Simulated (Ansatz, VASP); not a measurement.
**One calculation of ZnGa2F, two programs**

```
Zn Ga F
1.0
     4.18091    0.00000    0.00000
     0.00000    4.18091    0.00000
     0.00000    0.00000    3.82974
Zn Ga F
1 2 1
Direct
  0.50000 0.50000 0.00000
  0.50000 0.00000 0.50000
  0.00000 0.50000 0.50000
  0.00000 0.00000 0.00000
```

Change from the starting cell: species swapped into the ErIn2Sn type (P4/mmm, No. 123).

Alike in both runs: functional PBE; k mesh 4 × 4 × 4; occupations gaussian, width 0.1 eV; no spin polarisation.

Ansatz relaxed the structure, and its values are those at the end. VASP's run is a single point on that final structure, the one shown.

```csv
,VASP,Ansatz
version,VASP 6.6.1,Ansatz 0.2.0
potentials or method,"VASP PAW PBE potentials, release 64 (Zn, Ga_d, F)","scalar-relativistic, plane waves, PAW"
plane-wave cutoff (eV),520,420
valence electrons in the cell,45,45
```

```csv
,VASP,Ansatz,Ansatz less VASP
gap on the k mesh at the Fermi level (eV),none,none,-
pressure (GPa),0.2,0.2,-0.03
```

A gap of «none» marks a metal or a gap that the smearing closes. With one functional, cell and mesh, what is left measures potentials, basis and numerics.

Caveats: the k mesh is coarse (spacing up to 0.41 Å⁻¹), so the values aren't converged; an odd number of electrons without spin polarisation forces a metal; a magnetic or distorted state may lie lower.
